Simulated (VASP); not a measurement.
Given:

```xyz
2
Lattice="0.0000 2.9481 2.9481 2.9481 0.0000 2.9481 2.9481 2.9481 0.0000" Properties=species:S:1:pos:R:3 pbc="T T T"
Zn     2.9481     2.9481     5.8962
Se     1.4741     1.4741     1.4741
```

All values below come from vdW-DF2, VASP's PBE PAW potentials (set 64) (plane waves; VASP). Run with 520 eV cut-off, Gaussian smearing of 0.050 eV, potentials Zn Se.

### Question
Give the energies of bands 2 to 11 at the high-symmetry points, in eV from the valence-band maximum.

### Answer

| band | Γ | X | U | L | W |
|---|---|---|---|---|---|
| 2 | -6.38 | -6.30 | -6.29 | -6.32 | -6.28 |
| 3 | -6.38 | -6.21 | -6.24 | -6.32 | -6.24 |
| 4 | -6.38 | -6.21 | -6.18 | -6.12 | -6.15 |
| 5 | -6.13 | -6.09 | -6.11 | -6.12 | -6.14 |
| 6 | -6.13 | -6.00 | -5.94 | -6.01 | -5.92 |
| 7 | 0.00 | -4.31 | -4.22 | -4.53 | -4.19 |
| 8 | 0.00 | -1.77 | -2.53 | -0.70 | -2.29 |
| 9 | 0.00 | -1.77 | -1.45 | -0.70 | -2.13 |
| 10 | 0.57 | 3.20 | 3.52 | 2.16 | 4.82 |
| 11 | 5.82 | 3.29 | 5.22 | 6.38 | 5.45 |

The gap is direct, 0.57 eV, from the valence maximum at Γ to the conduction minimum at Γ.

Measured: gap 2.87 eV (computed value off by -2.30 eV), as given by Wei Chen et al., Physical Review Materials (2018), doi:10.1103/physrevmaterials.2.073803 [zero-point renormalisation of 0.05 eV added back (the table's ZPR column)].

The compound is ZnSe in the zinc blende structure. It was relaxed first, which changed the volume by +12 %.
